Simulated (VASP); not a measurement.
Method: PBEsol GGA, VASP's PBE PAW potentials (set 64) (plane waves; VASP 6.6.1).

A VASP calculation is set up with these files.

INCAR:
```
SYSTEM = Ga3InAs4
PREC = Accurate
ENCUT = 400
EDIFF = 1E-6
NELM = 100
ALGO = Normal
LREAL = .FALSE.
LASPH = .TRUE.
ISMEAR = 0
SIGMA = 0.05
GGA = PS
LMAXMIX = 4
LWAVE = .FALSE.
LCHARG = .FALSE.
IBRION = 2
ISIF = 3
NSW = 60
EDIFFG = -0.02
```

POSCAR:
```
Ga3InAs4
1
    5.7649125343     0.0000000000     0.0000000000
    0.0000000000     5.7649125343     0.0000000000
   -0.0000000000     0.0000000000     5.7649125343
In As Ga
1 4 3
Direct
  0.0000000000   1.0000000000   1.0000000000
  0.2595866231   0.2595866231   0.2595866231
  0.7404133769   0.7404133769   0.2595866231
  0.7404133769   0.2595866231   0.7404133769
  0.2595866231   0.7404133769   0.7404133769
  0.5000000000   0.5000000000   1.0000000000
  0.5000000000   1.0000000000   0.5000000000
  0.0000000000   0.5000000000   0.5000000000
```

KPOINTS:
```
kpoints
0
gamma
4 4 4
```

POTCAR, in this order: In_d As Ga_d (PBE.64 set). Program: vasp_std.

Problem. What will the output report for the number of irreducible k-points (NKPTS), number of bands (NBANDS), largest plane-wave count, number of space-group operations, FFT grid (NGX, NGY, NGZ)?

Solution. 
| Property | Value |
|---|---|
| number of irreducible k-points (NKPTS) | 10 |
| number of bands (NBANDS) | 43 |
| largest plane-wave count | 3514 |
| number of space-group operations | 24 |
| FFT grid (NGX, NGY, NGZ) | 40 × 40 × 40 |

The structure was generated: Ga3InAs4 was put into an ordered model structure (P-43m), which need not be its known phase. It was relaxed first. The start is the result of an earlier pass.
